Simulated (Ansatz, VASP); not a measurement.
**Rb7Au: VASP beside Ansatz**

```
Rb Au
1.0
     0.00000    6.65848    6.65848
     6.65848    0.00000    6.65848
     6.65848    6.65848    0.00000
Rb Au
7 1
Direct
  0.50000 0.00000 0.00000
  0.00000 0.50000 0.50000
  0.00000 0.50000 0.00000
  0.50000 0.00000 0.50000
  0.00000 0.00000 0.50000
  0.50000 0.50000 0.00000
  0.50000 0.50000 0.50000
  0.00000 0.00000 0.00000
```

Change from the starting cell: species swapped into the Zn7Tc type (Fm-3m, No. 225).

Alike in both runs: functional PBE; k mesh 4 × 4 × 4; occupations gaussian, width 0.1 eV; no spin polarisation.

Ansatz relaxed the structure, and its values are those at the end. VASP's run is a single point on that final structure, the one shown.

|  | VASP | Ansatz |
| --- | --- | --- |
| version | VASP 6.6.1 | Ansatz 0.2.0 |
| potentials or method | VASP PAW PBE potentials, release 64 (Rb_sv, Au) | scalar-relativistic, plane waves, PAW |
| plane-wave cutoff (eV) | 520 | 420 |
| valence electrons in the cell | 74 | 82 |

Ansatz gave:

- gap on the k mesh at the Fermi level (eV): none
- pressure (GPa): 0.1

Problem. What did VASP give for the same quantities?

Solution. gap on the k mesh at the Fermi level (eV): none; pressure (GPa): 0.0.

A gap of «none» marks a metal or a gap that the smearing closes. The two sets of potentials don't hold the same shells in valence.

The runs have no spin-orbit coupling, so splittings on Au are missing.
